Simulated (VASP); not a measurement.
## Ta (relaxed from the simple-cubic structure, space group Pm-3m): computed properties

All values below come from PBEsol GGA, VASP's PBE PAW potentials (set 64) (plane waves; VASP 6.6.1).

```yaml
space_group: Pm-3m (221)
cell: a = 2.709 Å, b = 2.709 Å, c = 2.709 Å, α = 90.00°, β = 90.00°, γ = 90.00°
volume_per_atom: 19.87 Å^3/atom
band gap (over mesh and band path): none (metal, semimetal or under 0.01 eV)
band_gap_with_spin_orbit_coupling: none (metallic)
density: 15.12 g/cm³
C11: 409 GPa
C12: 31.9 GPa
C44: -73.1 GPa
```

```xyz
1
Lattice="2.7085 0.0000 0.0000 0.0000 2.7085 0.0000 0.0000 0.0000 2.7085" Properties=species:S:1:pos:R:3 pbc="T T T"
Ta     0.0000     0.0000     0.0000
```

Finite-difference elastic constants of metals are sensitive to mesh and smearing; shear constants can be off by tens of GPa. Unless said otherwise, spin-orbit coupling is left out, though it shifts the bands of the heavy elements here.

The structure was generated: Ta was put into the simple-cubic type (Pm-3m), which need not be its known phase. It was relaxed first. Symmetry was kept, so distortions that lower it aren't found.
